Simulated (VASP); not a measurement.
HfIn4SiO6:

```xyz
12
Lattice="2.7160 -4.7033 0.0045 2.7160 4.7033 0.0045 -1.8631 0.0000 7.4041" Properties=species:S:1:pos:R:3 pbc="T T T"
Hf    2.7160    2.7768    0.0045
In    1.7845    1.2098    3.7066
In    2.7160   -0.3586    0.0045
In    1.7845    4.3741    3.7066
In    1.7845   -1.9666    3.7066
Si    2.7160   -3.4942    0.0045
O    -1.1351   -0.1798    6.4177
O     4.7040   -0.1798    0.9954
O     1.6933   -2.1708    6.4226
O     1.8757   -2.1708    0.9906
O     1.5632    1.2736    0.9906
O     2.0058    1.2736    6.4226
```

The cell was built by a generator and needn't be a form met in nature.

Base run:

| Item | Value |
| --- | --- |
| Program | VASP 6.6.1 |
| Functional | PBE |
| Potentials or basis | VASP PAW PBE potentials, release 64 (Hf_pv, In_d, Si, O) |
| Cutoff | 520 eV |
| k mesh | 6 × 6 × 4 |
| Occupations | fermi-dirac, width 0.05 eV |
| Spin | no spin polarisation |

Its results: band gap on the k mesh none (metal or under the smearing width); pressure -0.4 GPa; largest force 0.132 eV/Å.

**Question.** After a change of settings the same cell gave: band gap on the k mesh none (metal or under the smearing width); pressure -2.9 GPa; largest force 0.133 eV/Å. Which change was it?
A. further incar settings from ALGO = Normal; EDIFF = 1e-07 to ALGO = Normal; EDIFF = 1e-07; NBANDS = 75
B. dispersion from none to TS
C. further incar settings from ALGO = Normal; EDIFF = 1e-07 to ALGO = Normal; EDIFF = 1e-08

**Answer.** B.

Dispersion adds attraction, which lowers the pressure at fixed volume.

Caveats: atom-pairwise D2, TS and ULG terms overbind metals (some runs); pairwise dispersion overbinds metals, which lowers pressure and volume (some runs).
